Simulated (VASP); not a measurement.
Here is a VASP 6.6.1 calculation.

File INCAR:

```
SYSTEM = Nb3B5
PREC     = Normal         ! precision mode
ENCUT    = 520            ! plane-wave cutoff, eV
EDIFF    = 1E-4           ! SCF threshold, eV
ISMEAR   = 0              ! smearing method
SIGMA    = 0.15           ! smearing width, eV
LREAL    = .FALSE.        ! projectors in reciprocal space
LASPH    = .TRUE.         ! aspherical terms in the spheres
NELM     = 60             ! most SCF steps
ALGO     = Fast           ! electronic algorithm
ISIF     = 3              ! what is computed and relaxed
LWAVE    = .FALSE.        ! write WAVECAR
LCHARG   = .FALSE.        ! write CHGCAR
GGA      = PE             ! functional
IBRION   = 2              ! ionic algorithm
NSW      = 24             ! ionic steps
EDIFFG   = -0.08          ! ionic threshold
```

File KPOINTS:

```
regular mesh
0
G
  4 4 4
  0 0 0
```

File POSCAR:

```
Nb3B5
1.0
    3.3008247600     -3.4279996300      0.0000000000
    3.3008247600      3.4279996300      0.0000000000
    0.0000000000      0.0000000000      4.7614442300
Nb B
3 5
Direct
    0.1557605300      0.8442394700      0.0000000000
    0.8442394700      0.1557605300      0.0000000000
    0.0000000000      0.0000000000      0.5000000000
    0.6762366100      0.6762366100      0.8294625000
    0.3237633900      0.3237633900      0.8294625000
    0.6762366100      0.6762366100      0.1705375000
    0.3237633900      0.3237633900      0.1705375000
    0.5000000000      0.5000000000      0.0000000000
```

Potentials or basis: VASP PAW PBE potentials, release 64 (Nb_sv, B).

Launch:

```bash
$ cat potpaw_PBE.64/Nb_sv/POTCAR potpaw_PBE.64/B/POTCAR > POTCAR
$ mpirun -np 1 vasp_std > vasp.out
```

What does it give for the space group after relaxing (to 0.05 Å)?

Cmmm (No. 65).

What does it give for the relaxed volume?

13.89 Å³/atom.

Stress tensor (GPa, compression positive):
```
 0.47  0.00  0.00
 0.00  0.28  0.00
 0.00  0.00 -0.10
```
